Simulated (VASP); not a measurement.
## A VASP study of KMgF3 (MS2): structure first, properties next

What structure does KMgF3 take at this level, and what are its properties? The steps: full relaxation (MS2), single point with fields (MS2), bands along the symmetry lines (MS2), total and projected DOS (MS2), elastic constants (MS2), volume scan with MS2, fit for MS2 and bands along the symmetry lines (MS2), changed input. Left out of this account: 1 further run (core levels: core levels are not valid at this level). The start is a cell from a database of measured crystal structures.

Method: MS2; plane waves and PAW (K_sv, Mg, F), in VASP 6.6.1.

Report form: the programs' logs are mostly left out.

**1. The structure**

Before any relaxation, the start is as follows. Symmetry: Pm-3m, No. 221, cubic system. The conventional cell has a = 3.986 Å, b = 3.986 Å, c = 3.986 Å, α = 90.00°, β = 90.00°, γ = 90.00°. Nearest to K lie 12 F at 2.82 Å. Nearest to Mg lie 6 F at 1.99 Å. Nearest to F lie 2 Mg at 1.99 Å and 4 K at 2.82 Å. Farther neighbours and most contacts between anions are not listed.

Structure file:

```xyz
5
Lattice="3.9859 0.0000 0.0000 0.0000 3.9859 0.0000 0.0000 0.0000 3.9859" Properties=species:S:1:pos:R:3 pbc="T T T"
K     1.9929    1.9929    1.9929
Mg    0.0000    0.0000    0.0000
F     0.0000    0.0000    1.9929
F     0.0000    1.9929    0.0000
F     1.9929    0.0000    0.0000
```

**2. Full relaxation (MS2)**

Properties are meant for the cell that this level of theory prefers, so cell and atoms are relaxed first (ISIF = 3) until forces and stress are small; EDIFFG sets the threshold.

The input, INCAR:

```
SYSTEM = KMgF3
PREC = Accurate
ENCUT = 520
EDIFF = 1E-06
NELM = 100
ISMEAR = 0
SIGMA = 0.05
LREAL = .FALSE.
ALGO = Normal
METAGGA = MS2
LASPH = .TRUE.
NBANDS = 22
LORBIT = 11
LWAVE = .FALSE.
LCHARG = .FALSE.
KPAR = 2
IBRION = 2
NSW = 60
ISIF = 3
EDIFFG = -0.01
```

The input, POSCAR:

```
KMgF3
1.0
    3.9859000000      0.0000000000      0.0000000000
    0.0000000000      3.9859000000      0.0000000000
    0.0000000000      0.0000000000      3.9859000000
K Mg F
1 1 3
Direct
    0.5000000000      0.5000000000      0.5000000000
    0.0000000000      0.0000000000      0.0000000000
    0.0000000000      0.0000000000      0.5000000000
    0.0000000000      0.5000000000      0.0000000000
    0.5000000000      0.0000000000      0.0000000000
```

The input, KPOINTS:

```
Automatic mesh
0
Gamma
6 6 6
0 0 0
```

Potentials, in the order of the species: K_sv, Mg and F (PBE family, release 64).

On the command line:

```
$ mpirun -np 2 vasp_std
```

Wall time 41 s (2 MPI ranks of AMD EPYC 9R45, shared host); peak memory 0.33 GiB; 81 s of CPU time.

The gap is read on the k-mesh alone, so it is an upper bound where the band edges lie off the mesh. The PAW data sets were made with PBE, which is usual practice but a small mismatch for other functionals. The run keeps the 48 symmetry operations of its start, so it cannot find a distortion of lower symmetry.

Little changed from the start: no atom moved by 0.005 Å and no cell edge by 0.1 %.

This step gave:

| Item | Value |
| --- | --- |
| electrons | 32 |
| bands | 22 |
| irreducible k-points | 20 |
| symmetry operations | 48 |
| free energy (TOTEN) | -41.12 eV |
| Fermi energy | -1.711 eV |
| pressure | -0.02187 GPa |
| metallic | no |
| valence top at k | 0.5, 0.5, 0.5 |
| conduction bottom at k | 0, 0, 0 |
| least direct gap at k | 0, 0, 0 |
| SCF cycles over all ionic steps | 24 |
| gap on the k-mesh | 7.834 eV |
| least direct gap on the k-mesh | 8.160 eV |

It ends with forces that vanish by symmetry and a pressure of -0.02 GPa. The volume lies -0.2 % from that of the database's start, which holds the thermal and zero-point expansion of its experiment.

**3. Single point with fields (MS2)**

A single point on the relaxed cell gives a clean self-consistent state, with density, ELF and potential written out.

INCAR, as its differences from that of step 2:

```diff
@@ -14,7 +14,5 @@
 LWAVE = .FALSE.
-LCHARG = .FALSE.
-KPAR = 2
-IBRION = 2
-NSW = 60
-ISIF = 3
-EDIFFG = -0.01
+LCHARG = .TRUE.
+ISIF = 2
+LELF = .TRUE.
+LVHAR = .TRUE.
```

POSCAR, as its differences from that of step 2:

```diff
@@ -2,5 +2,5 @@
 1.0
-    3.9859000000      0.0000000000      0.0000000000
-    0.0000000000      3.9859000000      0.0000000000
-    0.0000000000      0.0000000000      3.9859000000
+    3.9831373406      0.0000000000      0.0000000000
+    0.0000000000      3.9831373406      0.0000000000
+    0.0000000000      0.0000000000      3.9831373406
 K Mg F
```

KPOINTS is that of step 2.

On the command line:

```
$ mpirun -np 2 vasp_std
```

Elapsed: 28 s, on 2 MPI ranks; peak memory 0.26 GiB.

Numbers from this step:

```yaml
scf_cycles: 17
fermi_energy: -1.681 eV
pressure: -0.02195 GPa
```

Valence electrons inside each PAW sphere by angular momentum. Sphere charges, by row:

```tsv
atom	s (e)	p (e)	d (e)	tot (e)
K1	1.964	5.608	0.024	7.596
Mg2	0.127	0.159	0.074	0.359
F3	1.756	4.434	0	6.189
F4	1.756	4.434	0	6.189
F5	1.756	4.434	0	6.189
```

Electrostatic potential energy in the ac plane at fractional y = 0.000, with atoms of Mg and F within 0.2 Å of it. With pseudopotentials it is smooth inside the atoms' cores, unlike the true potential.

Ten even steps from '0' (-51 eV) to '9' (7 eV), each cell a mean:
```
55688610278765
56789864699866
77899999999987
88999999999998
68999999999997
03899999999962
00799999999940
02799999999961
46999999999986
89999999999998
78899999999988
66789977899876
55689620388765
45678400068755
```
Columns run along a (4.0 Å; values clipped at the 3rd and 97th percentile), rows up along c (4.0 Å). Atoms in or near the plane, at fractional coordinates: Mg at (0.00, 0.00), F at (0.00, 0.50), F at (0.50, 0.00).

ELF in the ac plane at fractional y = 0.000, with atoms of Mg and F within 0.2 Å of it. It is the smooth field of the valence electrons, not physical close to the nuclei.

Values, 14 rows by 14 columns, each cell a mean:
```
0.00 0.00 0.08 0.40 0.70 0.81 0.75 0.68 0.77 0.80 0.64 0.29 0.03 0.00
0.05 0.02 0.03 0.20 0.54 0.77 0.81 0.81 0.81 0.72 0.44 0.13 0.02 0.03
0.37 0.25 0.09 0.06 0.21 0.51 0.67 0.71 0.65 0.41 0.14 0.05 0.13 0.29
0.68 0.60 0.34 0.09 0.05 0.16 0.32 0.38 0.28 0.11 0.04 0.14 0.44 0.64
0.81 0.79 0.64 0.31 0.07 0.03 0.06 0.08 0.05 0.03 0.11 0.41 0.72 0.80
0.72 0.79 0.78 0.55 0.19 0.02 0.01 0.01 0.01 0.05 0.28 0.65 0.81 0.77
0.55 0.73 0.81 0.64 0.28 0.04 0.01 0.01 0.01 0.08 0.38 0.71 0.81 0.68
0.68 0.77 0.79 0.59 0.22 0.03 0.01 0.01 0.01 0.06 0.32 0.67 0.81 0.75
0.81 0.81 0.71 0.40 0.10 0.02 0.03 0.04 0.02 0.03 0.16 0.51 0.77 0.81
0.74 0.68 0.43 0.14 0.04 0.10 0.22 0.28 0.19 0.07 0.05 0.21 0.54 0.70
0.47 0.35 0.14 0.05 0.14 0.40 0.59 0.64 0.55 0.31 0.09 0.06 0.20 0.40
0.13 0.07 0.04 0.14 0.43 0.71 0.79 0.81 0.78 0.64 0.34 0.09 0.03 0.08
0.00 0.00 0.07 0.35 0.68 0.81 0.77 0.73 0.79 0.79 0.60 0.25 0.02 0.00
0.00 0.00 0.13 0.47 0.74 0.81 0.68 0.55 0.72 0.81 0.68 0.37 0.05 0.00
```
Columns run along a (4.0 Å), rows up along c (4.0 Å). Atoms in or near the plane, at fractional coordinates: Mg at (0.00, 0.00), F at (0.00, 0.50), F at (0.50, 0.00).

Valence density in the ac plane at fractional y = 0.000, with atoms of Mg and F within 0.2 Å of it. It is the smooth field of the valence electrons, not physical close to the nuclei.

Ten even steps from '_' (0 e/Å³) to '@' (12 e/Å³), each cell a mean:
```
__________::++##==..________
____________::::..__________
____________________________
____________________________
....______________________..
**--..__________________..==
@@**..__________________::##
##==..__________________::++
::..______________________::
____________________________
____________________________
____________......__________
__________..==**--..________
__________::##@@**..________
```
Columns run along a (4.0 Å), rows up along c (4.0 Å). Atoms in or near the plane, at fractional coordinates: Mg at (0.00, 0.00), F at (0.00, 0.50), F at (0.50, 0.00).

In this run the pressure is -0.02 GPa, small enough to go on.

**4. Bands along the symmetry lines (MS2)**

The mesh alone shows little of the dispersion and can miss band extrema, so KPOINTS_OPT adds a path through the symmetry points after the self-consistent cycle.

The input, INCAR:

```
SYSTEM = KMgF3
PREC = Accurate
ENCUT = 520
EDIFF = 1E-06
NELM = 100
ISMEAR = 0
SIGMA = 0.05
LREAL = .FALSE.
ALGO = Normal
METAGGA = MS2
LASPH = .TRUE.
NBANDS = 31
LORBIT = 11
LWAVE = .FALSE.
LCHARG = .FALSE.
KPAR = 2
```

POSCAR is that of step 3.

KPOINTS is that of step 3.

The input, KPOINTS_OPT:

```
Line mode
16
Line-mode
Reciprocal
  0.00000000   0.00000000   0.00000000 GAMMA
  0.00000000   0.50000000   0.00000000 X

  0.00000000   0.50000000   0.00000000 X
  0.50000000   0.50000000   0.00000000 M

  0.50000000   0.50000000   0.00000000 M
  0.00000000   0.00000000   0.00000000 GAMMA

  0.00000000   0.00000000   0.00000000 GAMMA
  0.50000000   0.50000000   0.50000000 R

  0.50000000   0.50000000   0.50000000 R
  0.00000000   0.50000000   0.00000000 X

  0.50000000   0.50000000   0.00000000 M
  0.50000000   0.50000000   0.50000000 R
```

On the command line:

```
$ mpirun -np 2 vasp_std
```

Wall time 97 s (2 MPI ranks); peak memory 0.35 GiB; 3.2 min of CPU time.

This step gave:

```
bands                             : 31
Fermi energy                      : -1.725 eV
pressure                          : -0.02120 GPa
least gap on mesh and path        : 7.834 eV
least direct gap on mesh and path : 8.160 eV
```

The electronic bands at the labelled points (eV, zero at the valence-band top; v1 is the highest filled band, c1 the lowest empty one):

```tsv
point	v4	v3	v2	v1	c1	c2	c3	c4
Γ	-0.63	-0.33	-0.33	-0.33	7.83	10.70	10.70	13.08
0.47 of the way	-0.73	-0.73	-0.42	-0.42	8.75	11.17	11.22	13.35
X	-0.86	-0.86	-0.53	-0.53	10.74	11.01	11.80	13.71
0.53 of the way	-0.96	-0.77	-0.67	-0.24	11.38	11.53	12.47	13.37
M	-1.03	-0.90	-0.90	-0.02	11.65	12.42	13.23	13.23
0.47 of the way	-0.86	-0.62	-0.61	-0.30	9.89	11.73	12.07	13.27
Γ	-0.63	-0.33	-0.33	-0.33	7.83	10.70	10.70	13.08
0.47 of the way	-1.16	-0.36	-0.36	-0.36	10.03	12.01	12.01	13.24
R	-1.13	0.00	0.00	0.00	11.13	11.13	11.13	14.90
0.47 of the way	-1.13	-0.35	-0.34	-0.19	11.35	11.70	12.27	13.10
X	-0.86	-0.86	-0.53	-0.53	10.74	11.01	11.80	13.71
jump to M	-1.03	-0.90	-0.90	-0.02	11.65	12.42	13.23	13.23
0.53 of the way	-1.13	-0.28	-0.28	-0.01	11.36	11.74	11.74	13.32
R	-1.13	0.00	0.00	0.00	11.13	11.13	11.13	14.90
```

Of the projections kept (K, Mg, F), the largest for each band there; the rest of the weight can lie on other orbitals:

```tsv
point	v4	v3	v2	v1	c1	c2	c3	c4
Γ	F 1.00	F 0.98	F 0.98	F 0.98	F 0.40	K 0.95	K 0.95	K 0.95
X	F 0.98	F 0.98	F 0.99	F 0.99	K 0.48	F 0.44	K 0.82	K 0.79
M	F 0.99	F 0.96	F 0.96	F 1.00	K 0.54	K 0.67	F 0.51	F 0.51
Γ	F 1.00	F 0.98	F 0.98	F 0.98	F 0.40	K 0.95	K 0.95	K 0.95
R	F 0.97	F 1.00	F 1.00	F 1.00	K 0.73	K 0.73	K 0.73	K 1.00
X	F 0.98	F 0.98	F 0.99	F 0.99	K 0.48	F 0.44	K 0.82	K 0.79
```

The path finds the gap of the mesh within 0.02 eV, so the mesh comes close to both band edges.

**5. Total and projected DOS (MS2)**

Here the states are counted by energy and projected on the atoms. The mesh is finer than in the run before.

INCAR, as its differences from that of step 4:

```diff
@@ -5,3 +5,3 @@
 NELM = 100
-ISMEAR = 0
+ISMEAR = -5
 SIGMA = 0.05
@@ -16 +16,2 @@
 KPAR = 2
+NEDOS = 2001
```

POSCAR is that of step 4.

The input, KPOINTS:

```
Automatic mesh
0
Gamma
8 8 8
0 0 0
```

On the command line:

```
$ mpirun -np 2 vasp_std
```

Run time: 62 s. Hardware: 2 MPI ranks; peak memory 0.36 GiB; 2.1 min of CPU time.

This step gave:

```
irreducible k-points : 35
Fermi energy         : -1.926 eV
pressure             : -0.02135 GPa
```

The density of states has structure finer than the step of the table below, so its rows give means over 1 eV, whole bins alone (the curve runs from -12.0 to 15.3 eV). Peaks (eV: height): total -9.4: 37.5, -1.8: 9.44, -1.6: 9.94, -0.5: 14.4; F p -1.8: 6.54, -1.6: 7.09, -1.1: 6.15, -0.5: 11.3; K p -9.4: 34.4; K d 12.0: 1.34, 13.3: 2.94, 13.7: 3.36, 13.8: 3.61.

States under -12.0 eV and over 15.3 eV are left out; flat bands give spikes narrower than the energy grid, so sums over such rows miss the true count of states. Table of density of states by energy, zero at the valence-band top; means over each step; values in states/eV/cell:

```tsv
energy (eV)	total	F p	K p	K d
-11	0	0	0	0
-10	0.355	0.00316	0.319	0
-9	6.59	0.0285	6.04	2.3e-5
-8	0	0	0	0
-7	0	0	0	0
-6	0	0	0	0
-5	0	0	0	0
-4	0.161	0.0991	0	3.0e-5
-3	1.74	1.13	0.00242	0.00150
-2	4.93	3.45	0.0488	0.00488
-1	7.27	5.48	0.0545	0.0125
0	3.75	3.01	0.0115	0.00438
1	0	0	0	0
2	0	0	0	0
3	0	0	0	0
4	0	0	0	0
5	0	0	0	0
6	0	0	0	0
7	0	0	0	0
8	0.0480	0.00153	3.3e-4	5.0e-6
9	0.234	0.0153	0.00348	0.00158
10	0.481	0.0453	0.0105	0.0152
11	1.87	0.133	0.0356	0.357
12	3.06	0.216	0.0427	0.932
13	2.76	0.229	0.0270	1.20
14	3.26	0.319	0.0350	1.56
```

The gap on this mesh is 7.83 eV. In the top eV of the valence band the largest shares in the PAW spheres are F p 79 %. The rest lies in smaller channels or between the spheres.

**6. Elastic constants (MS2)**

IBRION = 6 with ISIF = 3 strains the cell both ways at fixed fractional positions, and adds the ions' share afterwards from the force constants. Stress converges slowly with the basis, so the cutoff is raised.

The input, INCAR:

```
SYSTEM = KMgF3
PREC = Accurate
ENCUT = 560
EDIFF = 1E-07
NELM = 100
ISMEAR = 0
SIGMA = 0.05
LREAL = .FALSE.
ALGO = Normal
METAGGA = MS2
LASPH = .TRUE.
NBANDS = 22
LORBIT = 11
LWAVE = .FALSE.
LCHARG = .FALSE.
KPAR = 2
IBRION = 6
NFREE = 2
POTIM = 0.015
ISIF = 3
NSW = 1
```

POSCAR is that of step 5.

The input, KPOINTS:

```
Automatic mesh
0
Gamma
6 6 6
0 0 0
```

On the command line:

```
$ mpirun -np 2 vasp_std
```

It took 14 min on 2 MPI ranks; peak memory 0.67 GiB.

The last energy, forces, stress and levels in OUTCAR belong to the last displaced cell, not to the cell of POSCAR.

Numbers from this step:

```yaml
bands: 22
irreducible_k_points: 20
pressure_of_the_cell: -0.1190 GPa
largest_force_of_the_cell: 0 eV/Å
mechanically_stable: yes
bulk_modulus_voigt: 75.51 GPa
shear_modulus_voigt: 49.95 GPa
bulk_modulus_hill: 75.51 GPa
shear_modulus_hill: 49.94 GPa
young_s_modulus: 122.8 GPa
poisson_s_ratio: 0.2290
```

Elastic constants with relaxed ions, Voigt order xx yy zz yz xz xy (GPa):

```
143.5  41.5  41.5   0.0   0.0   0.0
 41.5 143.5  41.5   0.0   0.0   0.0
 41.5  41.5 143.5   0.0   0.0   0.0
  0.0   0.0   0.0  49.2   0.0   0.0
  0.0   0.0   0.0   0.0  49.2   0.0
  0.0   0.0   0.0   0.0   0.0  49.2
```

Transverse limit, no LO-TO splitting. The modes at Γ (shares of kinetic energy by element, %):

```tsv
mode	frequency (cm⁻¹)	symmetry	K %	Mg %	F %
1	-1.1	acoustic	32	20	48
2	-1.1	acoustic	32	20	48
3	-1.1	acoustic	32	20	48
4	160.5	T1u	68	6	27
5	160.5	T1u	68	6	27
6	160.5	T1u	68	6	27
7	192.6	T2u	0	0	100
8	192.6	T2u	0	0	100
9	192.6	T2u	0	0	100
10	292.2	T1u	1	43	56
11	292.2	T1u	1	43	56
12	292.2	T1u	1	43	56
13	469.3	T1u	0	31	69
14	469.3	T1u	0	31	69
15	469.3	T1u	0	31	69
```

Displacements in mode 4 (160.5 cm⁻¹), the largest set to 1:
```
K1   0.01 -1.00  0.22
Mg2  0.00  0.37 -0.08
F3  -0.01  0.55 -0.10
F4  -0.01  0.46 -0.12
F5  -0.01  0.55 -0.12
```

Displacements in mode 15 (469.3 cm⁻¹), the largest set to 1:
```
K1   0.00  0.02  0.00
Mg2  0.15 -0.60  0.00
F3   0.03 -0.13  0.00
F4   0.03  1.00  0.00
F5  -0.25 -0.13  0.00
```

B/G is 1.51, which by Pugh's rule of thumb (1.75) points to a brittle solid. The Zener ratio 2C44/(C11 - C12) is 0.97, where 1 means isotropic. With the density of 3.16 g/cm³ the Hill moduli give sound speeds of 6.70 km/s (longitudinal) and 3.97 km/s (transverse), and from their mean a Debye temperature of 562 K.

**7. Volume scan with MS2**

An equation of state needs energies on both sides of the minimum, all on one mesh and cutoff.

The input, INCAR:

```
SYSTEM = KMgF3
PREC = Accurate
ENCUT = 520
EDIFF = 1E-06
NELM = 100
ISMEAR = 0
SIGMA = 0.05
LREAL = .FALSE.
ALGO = Normal
METAGGA = MS2
LASPH = .TRUE.
NBANDS = 22
LORBIT = 11
LWAVE = .FALSE.
LCHARG = .FALSE.
KPAR = 2
ISIF = 2
```

POSCAR, as its differences from that of step 6:

```diff
@@ -2,5 +2,5 @@
 1.0
-    3.9831373406      0.0000000000      0.0000000000
-    0.0000000000      3.9831373406      0.0000000000
-    0.0000000000      0.0000000000      3.9831373406
+    3.9018260080      0.0000000000      0.0000000000
+    0.0000000000      3.9018260080      0.0000000000
+    0.0000000000      0.0000000000      3.9018260080
 K Mg F
```

KPOINTS is that of step 6.

On the command line:

```
$ mpirun -np 2 vasp_std
```

It took 27 s on 2 MPI ranks; peak memory 0.31 GiB.

The scan keeps the cell's shape and the fractional positions fixed.

Numbers from this step:

- free energy (TOTEN): -41.05 eV
- Fermi energy: -1.283 eV
- pressure: 5.465 GPa
- gap on the k-mesh: 8.351 eV
- least direct gap on the k-mesh: 8.678 eV

The pressure here is 5.47 GPa.

**8. Volume scan with MS2 (run 2)**

INCAR is that of step 7.

POSCAR, as its differences from that of step 7:

```diff
@@ -2,5 +2,5 @@
 1.0
-    3.9018260080      0.0000000000      0.0000000000
-    0.0000000000      3.9018260080      0.0000000000
-    0.0000000000      0.0000000000      3.9018260080
+    3.9293045612      0.0000000000      0.0000000000
+    0.0000000000      3.9293045612      0.0000000000
+    0.0000000000      0.0000000000      3.9293045612
 K Mg F
```

KPOINTS is that of step 7.

On the command line:

```
$ mpirun -np 2 vasp_std
```

Run time: 27 s. Hardware: 2 MPI ranks; peak memory 0.3 GiB; 53 s of CPU time.

This step gave:

```
free energy (TOTEN)            : -41.09 eV
Fermi energy                   : -1.492 eV
pressure                       : 3.427 GPa
gap on the k-mesh              : 8.171 eV
least direct gap on the k-mesh : 8.498 eV
```

The pressure falls from 5.47 to 3.43 GPa.

The run ends at a pressure of 3.43 GPa.

**9. Volume scan with MS2 (run 3)**

INCAR is that of step 8.

POSCAR, as its differences from that of step 8:

```diff
@@ -2,5 +2,5 @@
 1.0
-    3.9293045612      0.0000000000      0.0000000000
-    0.0000000000      3.9293045612      0.0000000000
-    0.0000000000      0.0000000000      3.9293045612
+    3.9564040697      0.0000000000      0.0000000000
+    0.0000000000      3.9564040697      0.0000000000
+    0.0000000000      0.0000000000      3.9564040697
 K Mg F
```

KPOINTS is that of step 8.

On the command line:

```
$ mpirun -np 2 vasp_std
```

Elapsed: 27 s, on 2 MPI ranks; peak memory 0.31 GiB; 53 s of CPU time.

The pressure falls from 3.43 to 1.61 GPa.

The run ends at a pressure of 1.61 GPa.

**10. Volume scan with MS2 (run 4)**

INCAR is that of step 9.

POSCAR, as its differences from that of step 9:

```diff
@@ -2,5 +2,5 @@
 1.0
-    3.9564040697      0.0000000000      0.0000000000
-    0.0000000000      3.9564040697      0.0000000000
-    0.0000000000      0.0000000000      3.9564040697
+    3.9831373406      0.0000000000      0.0000000000
+    0.0000000000      3.9831373406      0.0000000000
+    0.0000000000      0.0000000000      3.9831373406
 K Mg F
```

KPOINTS is that of step 9.

On the command line:

```
$ mpirun -np 2 vasp_std
```

Run time: 27 s. Hardware: 2 MPI ranks; peak memory 0.31 GiB; 53 s of CPU time.

The pressure falls from 1.61 to -0.02 GPa.

The run ends at a pressure of -0.02 GPa.

**11. Volume scan with MS2 (run 5)**

INCAR is that of step 10.

POSCAR, as its differences from that of step 10:

```diff
@@ -2,5 +2,5 @@
 1.0
-    3.9831373406      0.0000000000      0.0000000000
-    0.0000000000      3.9831373406      0.0000000000
-    0.0000000000      0.0000000000      3.9831373406
+    4.0095165023      0.0000000000      0.0000000000
+    0.0000000000      4.0095165023      0.0000000000
+    0.0000000000      0.0000000000      4.0095165023
 K Mg F
```

KPOINTS is that of step 10.

On the command line:

```
$ mpirun -np 2 vasp_std
```

Wall time 27 s (2 MPI ranks); peak memory 0.31 GiB.

The pressure falls from -0.02 to -1.48 GPa.

The run ends at a pressure of -1.48 GPa.

[end of part 1 of 2]

[Lines on the potential files, build, host, timing and source positions are cut from VASP's logs without a mark.]

[Logs are printed without paths, hosts, clocks, repeated set-up lines and the standing remarks that a program may print on its own settings, such as how far it seeks lower states.]

[Hosts, paths, dates, database ids (printed as entryN), source tags and the programs' standing remarks are cut or masked in the printed files.]

[A measured line is paired with the nearest computed mode of its activity, which favours agreement.]
